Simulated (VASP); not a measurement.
A VASP calculation is set up with these files.

INCAR:
```
SYSTEM = Tl3Bi
PREC = Accurate
ENCUT = 400
EDIFF = 1E-6
NELM = 100
ALGO = Normal
LREAL = .FALSE.
LASPH = .TRUE.
ISMEAR = 1
SIGMA = 0.1
GGA = PS
LMAXMIX = 4
LWAVE = .FALSE.
LCHARG = .FALSE.
IBRION = 2
ISIF = 3
NSW = 60
EDIFFG = -0.02
```

POSCAR:
```
Tl3Bi
1
    4.9037800826     0.0000000000     0.0000000000
   -0.0000000000     4.9037800826     0.0000000000
   -0.0000000000     0.0000000000     4.9037800826
Tl Bi
3 1
Direct
  0.0000000000   0.5000000000   0.5000000000
  0.5000000000   0.0000000000   0.5000000000
  0.5000000000   0.5000000000   0.0000000000
  0.0000000000   0.0000000000   0.0000000000
```

File KPOINTS:
```
K-points
0
Gamma
6 6 6
```

POTCAR, in this order: Tl_d Bi_d (PBE.64 set). Program: vasp_std.

Task: Write an equivalent input for Quantum ESPRESSO's pw.x.

Result: One equivalent input (not run):
```
&CONTROL
  calculation = 'vc-relax'
  pseudo_dir = './pseudo'
  outdir = './out'
  tprnfor = .true.
  tstress = .true.
  nstep = 60
  forc_conv_thr = 0.00078
/
&SYSTEM
  ibrav = 0
  nat = 4
  ntyp = 2
  ecutwfc = 66
  occupations = 'smearing'
  smearing = 'methfessel-paxton'
  degauss = 0.00735
  input_dft = 'pbesol'
/
&ELECTRONS
  conv_thr = 7.3e-08
  electron_maxstep = 100
/
&IONS
/
&CELL
/
ATOMIC_SPECIES
  Tl 204.380 Tl.upf
  Bi 208.980 Bi.upf
CELL_PARAMETERS angstrom
     4.9037801    0.0000000    0.0000000
    -0.0000000    4.9037801    0.0000000
    -0.0000000    0.0000000    4.9037801
ATOMIC_POSITIONS crystal
  Tl   0.0000000  0.5000000  0.5000000
  Tl   0.5000000  0.0000000  0.5000000
  Tl   0.5000000  0.5000000  0.0000000
  Bi   0.0000000  0.0000000  0.0000000
K_POINTS automatic
  6 6 6 0 0 0
```
Limits of the translation: the potentials are each code's own (VASP's PAW set, PseudoDojo norm-conserving files in pw.x), so ENCUT and ecutwfc are chosen apart and not converted; conv_thr bounds pw.x's estimated SCF error, while EDIFF bounds the energy change between steps; forc_conv_thr acts on force components and is met together with etot_conv_thr.

The structure comes from a computed database's Tl3Bi entry (Pm-3m); how it stands against other phases isn't given here. This run relaxes it. Symmetry was kept, so distortions that lower it aren't found. The start is the result of an earlier pass.
